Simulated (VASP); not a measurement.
```
CELL_PARAMETERS angstrom
      3.26717     0.00000     0.00000
     -1.63359     2.82945     0.00000
      0.00000     0.00000     3.21706
ATOMIC_POSITIONS crystal
  Ti 0.66667 0.33333 0.00000
  S  0.00000 0.00000 0.50000
```

All values below come from PBEsol GGA, VASP's PBE PAW potentials (set 64) (plane waves; VASP 6.6.1). Run with 300 eV cut-off, 12×12×10 Γ-centred mesh, Gaussian smearing of 0.20 eV, potentials Ti_sv S.

At this cut-off the stress carries a Pulay error, which pulls relaxed volumes low.

Estimate the energy per atom (σ→0), pressure, band gap (on the k-mesh) with the smallest direct gap where there is one.

| Item | Value |
|---|---|
| band gap (on the k-mesh) | none (metal, semimetal or under 0.01 eV) |
| energy per atom (σ→0) | -7.979 eV/atom |
| pressure | -56.1 kbar |

The absolute energy has meaning only against runs of the same code, potentials and settings.

The structure comes from a computed database's TiS entry (P-6m2); how it stands against other phases isn't given here. The cell was not relaxed at this level.
